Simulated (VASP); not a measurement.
```
CELL_PARAMETERS angstrom
      1.80069    -3.11888     0.00000
      1.80069     3.11888     0.00000
      0.00000     0.00000     5.58929
ATOMIC_POSITIONS crystal
  Tm 0.33333 0.66667 0.25000
  Tm 0.66667 0.33333 0.75000
```

These are vdW-DF2, VASP's PBE PAW potentials (set 64) (plane waves; VASP) values and carry that method's errors. Settings: 520 eV cut-off, 11×11×6 Γ-centred mesh, first-order Methfessel-Paxton smearing of 0.10 eV, potentials Tm_3.

The 4f electrons are frozen in the core of the lanthanide potential, so 4f levels, which can set the real gap, and their magnetism are missing.

Problem. Estimate the energy per atom (σ→0), band gap (on the k-mesh) with the smallest direct gap where there is one.

Solution. 
```json
{
  "band gap (on the k-mesh)": "none (metal, semimetal or under 0.01 eV)",
  "energy per atom (σ→0)": "-1.339 eV/atom"
}
```

The absolute energy has meaning only against runs of the same code, potentials and settings.

The compound is Tm in the hcp structure. It was relaxed first. The start is the result of an earlier pass.
